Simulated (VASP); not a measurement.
Here is the system:

```yaml
crystal:
  lattice:
    - [4.21395, 0.00000, 0.00000]
    - [0.00000, 4.21395, 0.00000]
    - [0.00000, 0.00000, 4.21395]
  atoms:
    - { symbol: Ba, position: [0.00000, 0.00000, 0.00000] }
    - { symbol: Zr, position: [0.50000, 0.50000, 0.50000] }
    - { symbol: O, position: [0.50000, 0.00000, 0.50000] }
    - { symbol: O, position: [0.00000, 0.50000, 0.50000] }
    - { symbol: O, position: [0.50000, 0.50000, 0.00000] }
```

Level of theory: r2SCAN meta-GGA, VASP's PBE PAW potentials (set 64) (plane waves; VASP 6.6.1). Numerical set-up: 520 eV cut-off, 6×6×6 Γ-centred mesh, tetrahedra with Blöchl corrections, potentials Ba_sv Zr_sv O.

Unless said otherwise, spin-orbit coupling is left out, though it shifts the bands of the heavy elements here.

**Question.** Give the energies of bands 12 to 23 at the high-symmetry points, in eV from the valence-band maximum.

**Answer.** 
```tsv
band	Γ	X	M	R
12	-1.50	-3.70	-3.81	-3.79
13	-1.50	-1.91	-3.70	-3.79
14	-1.50	-1.91	-3.69	-3.51
15	-0.99	-1.76	-2.34	-2.55
16	-0.99	-1.71	-2.34	-2.55
17	-0.99	-1.71	-0.94	-2.55
18	-0.26	-1.64	-0.94	0.00
19	-0.26	-0.51	-0.86	0.00
20	-0.26	-0.51	-0.07	0.00
21	3.66	4.09	6.09	6.56
22	3.66	6.12	6.09	6.56
23	3.66	6.12	6.89	6.56
```

The gap is indirect, 3.66 eV, from the valence maximum at R to the conduction minimum at Γ.

The compound is BaZrO3 in the cubic perovskite structure. It was relaxed first.
